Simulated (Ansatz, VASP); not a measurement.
This is a calculation of ScNb for VASP 6.6.1.

Contents of INCAR:

```
SYSTEM = ScNb
PREC = Accurate
ENCUT = 520
EDIFF = 1E-6
ISMEAR = 1
SIGMA = 0.2
LREAL = .FALSE.
LASPH = .TRUE.
NELM = 150
ALGO = Fast
ISIF = 2
LWAVE = .FALSE.
LCHARG = .FALSE.
MAGMOM = 0 0 0 0 0 0
LORBIT = 11
LSORBIT = .TRUE.
GGA_COMPAT = .FALSE.
LORBMOM = .TRUE.
LMAXMIX = 4
GGA = RP
NBANDS = 36
```

The input KPOINTS:

```
regular mesh
0
G
  7 7 4
  0 0 0
```

File POSCAR:

```
ScNb
1.0
    3.0656443600      0.0000000000      0.0000000000
   -1.5328221800      2.6549258947      0.0000000000
    0.0000000000      0.0000000000      5.0721940000
Nb Sc
1 1
Direct
    0.0000000000      0.0000000000      0.5000000000
    0.6666666667      0.3333333333      0.0000000000
```

Potentials or basis: VASP PAW PBE potentials, release 64 (Nb_sv, Sc_sv).

The run is started by

```console
$ cat potpaw_PBE.64/Nb_sv/POTCAR potpaw_PBE.64/Sc_sv/POTCAR > POTCAR
$ mpirun -np 1 vasp_ncl > vasp.out
```

Question: Translate it to Ansatz 0.2.0. Potentials there: all-electron LAPW, relativistic spinors.

Answer: As run (the cutoff follows the program's own potentials):

Contents of input.yaml:

```yaml
crystal:
  lattice:
    - [3.06564436, 0.0, 0.0]
    - [-1.53282218, 2.6549258947, 0.0]
    - [0.0, 0.0, 5.072194]
  atoms:
    - { symbol: Nb, position: [0.0, 0.0, 0.5] }
    - { symbol: Sc, position: [0.6666666667, 0.3333333333, 0.0] }
kpoints:
  mp_grid: { grid: [7, 7, 4] }
scf:
  occupations: { method: methfessel_paxton, width: 0.2 }
hamiltonian:
  xc: rpbe
  pseudopotentials: { kind: all_electron, lapw: { basis_error: 0.001 } }
magnetization:
  noncollinear: true
  spin_orbit: true
output:
  forces: true
  stress: true
  eigenvalues: true
```

Potentials or basis: all-electron LAPW, relativistic spinors.

Run with:

```sh
$ ansatz run input.yaml --threads 1 --pin off --max-ram 3072MiB --backend cpu --events-out ev --progress --plain --runs-dir out
```

Both were run:

|  | VASP | Ansatz | Ansatz less VASP |
| --- | --- | --- | --- |
| gap on the k mesh at the Fermi level (eV) | none | none | - |
| pressure (GPa) | 2.3 | 2.5 | +0.20 |
| largest component of the traceless stress (GPa) | 0.18 | 0.23 | +0.047 |
| net moment per atom (μB) | 0.00 | 0.00 | 0.000 |

A gap of «none» marks a metal or a gap that the smearing closes. Ansatz ran all-electron here, so the differences hold the error of VASP's frozen core and of both bases.

Caveats: the PAW data sets were made with another functional, which shifts forces and pressure a little (VASP); the k mesh is thin for a metal, which can move the energy by tens of meV per atom (Ansatz).
